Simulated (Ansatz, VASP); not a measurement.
Two plane-wave programs on MgCdS4

```
Mg Cd S
1.0
     5.57775    0.00000    0.00000
    -2.78887    4.83047    0.00000
     0.00000    0.00000    5.39912
Mg Cd S
1 1 4
Direct
  0.00000 0.00000 0.00000
  0.00000 0.00000 0.50000
  0.33333 0.66667 0.68165
  0.33333 0.66667 0.31835
  0.66667 0.33333 0.31835
  0.66667 0.33333 0.68165
```

Alike in both runs: functional PBE; k mesh 6 × 6 × 4; occupations gaussian, width 0.1 eV; no spin polarisation.

Ansatz relaxed the structure, and its values are those at the end. VASP's run is a single point on that final structure, the one shown.

|  | VASP | Ansatz |
| --- | --- | --- |
| version | VASP 6.6.1 | Ansatz 0.2.0 |
| potentials or method | VASP PAW PBE potentials, release 64 (Mg, Cd, S) | scalar-relativistic, plane waves, PAW |
| plane-wave cutoff (eV) | 520 | 420 |
| valence electrons in the cell | 38 | 54 |

```csv
,VASP,Ansatz,Ansatz less VASP
gap on the k mesh at the Fermi level (eV),none,none,-
pressure (GPa),-0.3,0.0,+0.30
rms of the force components (eV/Å),0.105,0.016,-0.0886
```

A gap of «none» marks a metal or a gap that the smearing closes. The two sets of potentials don't hold the same shells in valence.
